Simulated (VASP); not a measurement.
These are PBEsol GGA, VASP's PBE PAW potentials (set 64) (plane waves; VASP) values and carry that method's errors.

Input for VASP

File POSCAR:
```
TlIO3
1
    3.0986047275     1.7889799417     2.6263386252
   -3.0986047275     1.7889799417     2.6263386252
   -0.0000000000    -3.5779608559     2.6263386176
Tl I O
1 1 3
Direct
  0.0071730876   0.0071730876   0.0071730876
  0.4996350759   0.4996350759   0.4996350759
  0.9122445884   0.4593086240   0.4593086240
  0.4593086240   0.9122445884   0.4593086240
  0.4593086240   0.4593086240   0.9122445884
```

**INCAR**
```
! general
SYSTEM   = TlIO3
PREC     = Accurate
ENCUT    = 520
LREAL    = .FALSE.
LASPH    = .TRUE.

! electronic loop
EDIFF    = 1E-7   ! SCF stop (eV)
NELM     = 100
ALGO     = Normal
LMAXMIX  = 4   ! l cut-off of mixed one-centre charges

! smearing
ISMEAR   = 0
SIGMA    = 0.01   ! width (eV)

! functional
GGA      = PS   ! PBEsol

! ions
ISIF     = 2   ! forces and stress, cell fixed

! output
LWAVE    = .FALSE.
LCHARG   = .FALSE.

! other
LCALCPOL = .TRUE.
DIPOL    = 0.123 0.137 0.151
```

KPOINTS:
```
Automatic
0
Gamma
6 6 6
```

POTCAR, in this order: Tl_d I O (PBE.64 set). Program: vasp_std.

What VASP printed:

File OSZICAR:
```
       N       E                     dE             d eps       ncg     rms          rms(c)
DAV:   1     0.244537873364E+03    0.24454E+03   -0.20116E+04  1520   0.152E+03
DAV:   2    -0.126766827173E+02   -0.25721E+03   -0.25218E+03  1803   0.329E+02
DAV:   3    -0.281141811211E+02   -0.15437E+02   -0.15394E+02  1731   0.819E+01
DAV:   4    -0.283382419411E+02   -0.22406E+00   -0.22374E+00  1838   0.100E+01
DAV:   5    -0.283417255882E+02   -0.34836E-02   -0.34797E-02  1690   0.122E+00    0.326E+01
DAV:   6    -0.229634566580E+02    0.53783E+01   -0.27917E+01  1651   0.328E+01    0.139E+01
DAV:   7    -0.229108309516E+02    0.52626E-01   -0.27539E+00  1745   0.104E+01    0.150E+01
DAV:   8    -0.228841209912E+02    0.26710E-01   -0.12242E-01  1823   0.226E+00    0.112E+01
DAV:   9    -0.228648705366E+02    0.19250E-01   -0.77788E-02  1950   0.188E+00    0.131E+00
DAV:  10    -0.228603787746E+02    0.44918E-02   -0.17249E-02  1789   0.856E-01    0.179E+00
DAV:  11    -0.228603321417E+02    0.46633E-04   -0.20860E-03  1815   0.272E-01    0.105E+00
DAV:  12    -0.228604027401E+02   -0.70598E-04   -0.11174E-04  1710   0.683E-02    0.387E-01
DAV:  13    -0.228602813299E+02    0.12141E-03   -0.43902E-04  1942   0.130E-01    0.481E-02
DAV:  14    -0.228602848388E+02   -0.35089E-05   -0.40442E-05  1640   0.371E-02    0.641E-02
DAV:  15    -0.228602830184E+02    0.18204E-05   -0.67574E-06  2090   0.161E-02    0.504E-02
DAV:  16    -0.228602832236E+02   -0.20528E-06   -0.53904E-07  1556   0.467E-03    0.259E-02
DAV:  17    -0.228602833085E+02   -0.84813E-07   -0.42881E-07  1643   0.400E-03
   1 F= -.22860283E+02 E0= -.22860283E+02  d E =-.492203E-33
```

### OUTCAR
```
------------------------ aborting loop because EDIFF is reached ----------------------------------------
  FORCE on cell =-STRESS in cart. coord.  units (eV):
  Direction    XX          YY          ZZ          XY          YZ          ZX
  --------------------------------------------------------------------------------------
  Total        0.0425072      0.0425072      0.0352535      0.0000000     -0.0000000     -0.0000000
  in kB        0.7796500      0.7796500      0.6466054      0.0000000     -0.0000001     -0.0000000
  external PRESSURE =       0.7353018 kB  Pullay stress =       0.0000000 kB
  volume of cell :       87.35
      direct lattice vectors                 reciprocal lattice vectors
     3.098604728  1.788979942  2.626338625     0.161362950  0.093162943  0.126919416
    -3.098604728  1.788979942  2.626338625    -0.161362950  0.093162943  0.126919416
     0.000000000 -3.577960856  2.626338618     0.000000000 -0.186325886  0.126919381
 POSITION                                       TOTAL-FORCE (eV/Angst)
 -----------------------------------------------------------------------------------
      0.00000     -0.00000      0.05652         0.000000      0.000000     -0.013808
      0.00000     -0.00000      3.93663         0.000000     -0.000000      0.013774
      1.40347      0.81029      4.80846        -0.016951     -0.009787      0.000011
     -1.40347      0.81029      4.80846         0.016951     -0.009787      0.000011
      0.00000     -1.62059      4.80846         0.000000      0.019574      0.000011
 -----------------------------------------------------------------------------------
    total drift:                                0.000000      0.000011     -0.000114
  FREE ENERGIE OF THE ION-ELECTRON SYSTEM (eV)
  ---------------------------------------------------
  free  energy   TOTEN  =       -22.8602833085 eV

  energy  without entropy=      -22.8602833085  energy(sigma->0) =      -22.86028331

            Ionic dipole moment: p[ion]=(     1.64846     2.85521    26.55123 ) |e| Angst

 Total electronic dipole moment: p[elc]=(    -0.00000    -0.00000     4.93654 ) |e| Angst
```
(Selected blocks of OUTCAR.)

OUTCAR:
```
 val. band max:        3.5451092555   @ k =   0.5000   0.5000   0.5000

 cond. band min:       5.7976329536   @ k =   0.5000   0.5000   0.5000


 Fermi energy:         3.6264365931

 k-point     1 :       0.0000    0.0000    0.0000
  band No.  band energies     occupation
      1     -16.6824      2.00000
      2     -13.5866      2.00000
      3     -13.5866      2.00000
      4      -5.8867      2.00000
      5      -5.4649      2.00000
      6      -5.4649      2.00000
      7      -5.4180      2.00000
      8      -5.4180      2.00000
      9      -5.4088      2.00000
     10      -2.9602      2.00000
     11      -2.9149      2.00000
     12      -2.9149      2.00000
     13       0.5358      2.00000
     14       1.7186      2.00000
     15       1.7186      2.00000
     16       1.9012      2.00000
     17       1.9401      2.00000
     18       1.9401      2.00000
     19       2.2608      2.00000
     20      10.0164      0.00000
     21      10.2157      0.00000
     22      10.2157      0.00000
     23      10.5367      0.00000

 k-point     2 :       0.1667    0.0000    0.0000
  band No.  band energies     occupation
      1     -16.6305      2.00000
      2     -13.6668      2.00000
      3     -13.5846      2.00000
      4      -6.2149      2.00000
      5      -5.4717      2.00000
      6      -5.4433      2.00000
      7      -5.4216      2.00000
      8      -5.4200      2.00000
      9      -5.4117      2.00000
     10      -3.0992      2.00000
     11      -2.8782      2.00000
     12      -2.1303      2.00000
     13       0.2893      2.00000
     14       1.5881      2.00000
     15       1.7338      2.00000
     16       1.9384      2.00000
     17       1.9882      2.00000
     18       2.2680      2.00000
     19       2.2931      2.00000
     20       9.3696      0.00000
     21       9.6579      0.00000
     22      10.0996      0.00000
     23      10.1290      0.00000

 k-point     3 :       0.3333    0.0000   -0.0000
...
```

Unless said otherwise, spin-orbit coupling is left out, though it shifts the bands of the heavy elements here.

The structure comes from a computed database's TlIO3 entry (R3m); how it stands against other phases isn't given here. It was relaxed first.
